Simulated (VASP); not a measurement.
Input:

```xyz
8
Lattice="-0.0034 6.4138 6.4171 6.4138 -0.0034 6.4171 3.2052 3.2052 0.0000" Properties=species:S:1:pos:R:3 pbc="T T T"
In     6.4104     6.4104    12.8259
In     3.2663     6.3494     9.5709
In     6.3494     3.2663     9.5709
In     6.4104     6.4104     6.5294
Sb     1.6026     1.6026     1.6147
Sb     4.8017     1.6087     4.8121
Sb     1.6087     4.8017     4.8121
As     4.8078     4.8078     8.0181
```

The numbers are results of PBEsol GGA, VASP's PBE PAW potentials (set 64) (plane waves; VASP 6.6.1), not measurements. Run with 400 eV cut-off, 5×5×9 Γ-centred mesh, tetrahedra with Blöchl corrections, potentials In_d Sb As.

Unless said otherwise, spin-orbit coupling is left out, though it shifts the bands of the heavy elements here.

Q: Estimate the energy per atom (σ→0), band gap (on the k-mesh) with the smallest direct gap where there is one.

A: 
```json
{
  "band gap (on the k-mesh)": "0.04 eV",
  "smallest direct gap (on the k-mesh)": "0.04 eV",
  "energy per atom (σ→0)": "-3.931 eV/atom"
}
```

The structure was generated: In4AsSb3 was put into an ordered model structure (Amm2), which need not be its known phase. It was relaxed first.
